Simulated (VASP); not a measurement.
Calculation: PBE GGA, VASP's PBE PAW potentials (set 64) (plane waves; VASP).

A VASP calculation is set up with these files.

### INCAR
```
# general
SYSTEM   =  Sn
PREC     =  Accurate
ENCUT    =  300
LREAL    =  .FALSE.
LASPH    =  .TRUE.

# electronic loop
EDIFF    =  1E-6
NELM     =  100
ALGO     =  Normal
LMAXMIX  =  4

# smearing
ISMEAR   =  -1
SIGMA    =  0.1

# functional
GGA      =  PE

# ions
ISIF     =  2

# output
LWAVE    =  .FALSE.
LCHARG   =  .FALSE.
```

### KPOINTS
```
Automatic
0
Gamma
  6 6 8
0 0 0
```

File POSCAR:
```
Sn
1
    5.2349650000     0.0000000000     0.0000000000
   -2.6174830000     4.5336130000     0.0000000000
    0.0000000000     0.0000000000     3.1839910000
Sn
3
Direct
  0.0000000000   0.0000000000   0.0000000000
  0.3333330000   0.6666670000   0.5000000000
  0.6666670000   0.3333330000   0.5000000000
```

POTCAR, in this order: Sn_d (PBE.64 set). Program: vasp_std.

Output

**OUTCAR**
```
 ion  position               nearest neighbor table
   1  0.000  0.000  0.000-   2 3.42   3 3.42   2 3.42   3 3.42   3 3.42   3 3.42   2 3.42   2 3.42
                             3 3.42   3 3.42   2 3.42   2 3.42
   2  0.333  0.667  0.500-   3 3.02   3 3.02   3 3.02   1 3.42   1 3.42   1 3.42   1 3.42   1 3.42
                             1 3.42
   3  0.667  0.333  0.500-   2 3.02   2 3.02   2 3.02   1 3.42   1 3.42   1 3.42   1 3.42   1 3.42
                             1 3.42
  LATTYP: Found a hexagonal cell.
 ALAT       =     5.2349650000
 C/A-ratio  =     0.6082162918
 Subroutine PRICEL returns:
 Original cell was already a primitive cell.
 Subroutine GETGRP returns: Found 24 space group operations
The static configuration has the point symmetry D_6h.
The dynamic configuration has the point symmetry D_6h.
 Subroutine INISYM returns: Found 24 space group operations
 Subroutine IBZKPT returns following result:
 Found     35 irreducible k-points:

 Following reciprocal coordinates:
            Coordinates               Weight
  0.000000  0.000000  0.000000      1.000000
  0.166667  0.000000  0.000000      6.000000
  0.333333 -0.000000  0.000000      6.000000
  0.500000  0.000000  0.000000      3.000000
...
```

### OSZICAR
```
       N       E                     dE             d eps       ncg     rms          rms(c)
DAV:   1     0.306841714958E+03    0.30684E+03   -0.16697E+04  1758   0.199E+03
DAV:   2     0.201369993845E+02   -0.28670E+03   -0.28438E+03  1802   0.441E+02
DAV:   3    -0.104038098005E+02   -0.30541E+02   -0.30225E+02  2122   0.154E+02
DAV:   4    -0.112708998164E+02   -0.86709E+00   -0.86412E+00  2001   0.295E+01
DAV:   5    -0.112980143907E+02   -0.27115E-01   -0.27109E-01  2687   0.439E+00    0.273E+00
DAV:   6    -0.112554347522E+02    0.42580E-01   -0.44909E-02  2327   0.548E+00    0.155E+00
DAV:   7    -0.112407869249E+02    0.14648E-01   -0.61670E-02  2136   0.343E+00    0.187E-01
DAV:   8    -0.112401664241E+02    0.62050E-03   -0.73680E-03  2069   0.176E+00    0.979E-02
DAV:   9    -0.112401663752E+02    0.48924E-07   -0.10102E-03  2297   0.593E-01    0.195E-02
DAV:  10    -0.112401777491E+02   -0.11374E-04   -0.11639E-04  2341   0.137E-01    0.124E-02
DAV:  11    -0.112401756363E+02    0.21128E-05   -0.16767E-05  2127   0.763E-02    0.306E-03
DAV:  12    -0.112401770158E+02   -0.13795E-05   -0.28128E-06  1213   0.278E-02    0.147E-03
DAV:  13    -0.112401768728E+02    0.14304E-06   -0.53098E-07   973   0.701E-03
   1 F= -.11240177E+02 E0= -.11219469E+02  d E =-.414157E-01
```

**OUTCAR**
```
------------------------ aborting loop because EDIFF is reached ----------------------------------------
  FORCE on cell =-STRESS in cart. coord.  units (eV):
  Direction    XX          YY          ZZ          XY          YZ          ZX
  --------------------------------------------------------------------------------------
  Total        3.2616501      3.2616506      1.3714492     -0.0000004     -0.0000000     -0.0000000
  in kB       69.1540933     69.1541032     29.0777136     -0.0000076     -0.0000000     -0.0000000
  external PRESSURE =      55.7953034 kB  Pullay stress =       0.0000000 kB
  volume of cell :       75.57
      direct lattice vectors                 reciprocal lattice vectors
     5.234965000  0.000000000  0.000000000     0.191023245  0.110287335  0.000000000
    -2.617483000  4.533613000  0.000000000     0.000000000  0.220574628  0.000000000
     0.000000000  0.000000000  3.183991000     0.000000000  0.000000000  0.314071240
 POSITION                                       TOTAL-FORCE (eV/Angst)
 -----------------------------------------------------------------------------------
      0.00000      0.00000      0.00000         0.000000      0.000000      0.000000
     -0.00000      3.02241      1.59200         0.000000      0.000000      0.000000
      2.61748      1.51120      1.59200        -0.000000      0.000000      0.000000
 -----------------------------------------------------------------------------------
    total drift:                                0.000000      0.000000      0.000000
  FREE ENERGIE OF THE ION-ELECTRON SYSTEM (eV)
  ---------------------------------------------------
  free  energy   TOTEN  =       -11.2401768728 eV

  energy  without entropy=      -11.1987611567  energy(sigma->0) =      -11.21946901
```
(Selected blocks of OUTCAR.)

File OUTCAR:
```
 val. band max:        8.9997393906   @ k =   0.3333   0.1667   0.5000

 cond. band min:       9.0112787464   @ k =   0.5000   0.0000   0.3750


 Fermi energy:         9.0094934230

 k-point     1 :       0.0000    0.0000    0.0000
  band No.  band energies     occupation
      1     -12.6625      2.00000
      2     -12.5812      2.00000
      3     -12.5346      2.00000
      4     -12.5346      2.00000
      5     -12.4841      2.00000
      6     -12.4841      2.00000
      7     -12.4596      2.00000
      8     -12.4596      2.00000
      9     -12.4537      2.00000
     10     -12.3864      2.00000
     11     -12.3863      2.00000
     12     -12.3544      2.00000
     13     -12.3544      2.00000
     14     -12.2915      2.00000
     15     -12.2915      2.00000
     16      -2.6433      2.00000
     17       3.5184      2.00000
     18       3.8361      2.00000
     19       6.2136      2.00000
     20       6.2137      2.00000
     21       6.3496      2.00000
     22       6.3497      2.00000
     23      12.2028      0.00000
     24      15.8297      0.00000
     25      17.8196      0.00000

 k-point     2 :       0.1667    0.0000    0.0000
  band No.  band energies     occupation
      1     -12.6578      2.00000
      2     -12.5835      2.00000
      3     -12.5375      2.00000
      4     -12.5352      2.00000
      5     -12.5040      2.00000
      6     -12.4892      2.00000
      7     -12.4867      2.00000
      8     -12.4852      2.00000
      9     -12.4333      2.00000
     10     -12.3798      2.00000
     11     -12.3753      2.00000
     12     -12.3328      2.00000
     13     -12.3221      2.00000
     14     -12.3022      2.00000
     15     -12.2932      2.00000
     16      -2.4288      2.00000
     17       2.5616      2.00000
     18       3.1931      2.00000
     19       5.1255      2.00000
     20       6.4466      2.00000
     21       7.8427      1.99998
     22       8.5287      1.98380
     23      12.4444      0.00000
...
```

At this cut-off the stress carries a Pulay error, which pulls relaxed volumes low. Unless said otherwise, spin-orbit coupling is left out, though it shifts the bands of the heavy elements here.

The structure was generated: Sn was put into an ordered model structure, which need not be its known phase. The cell was not relaxed at this level.
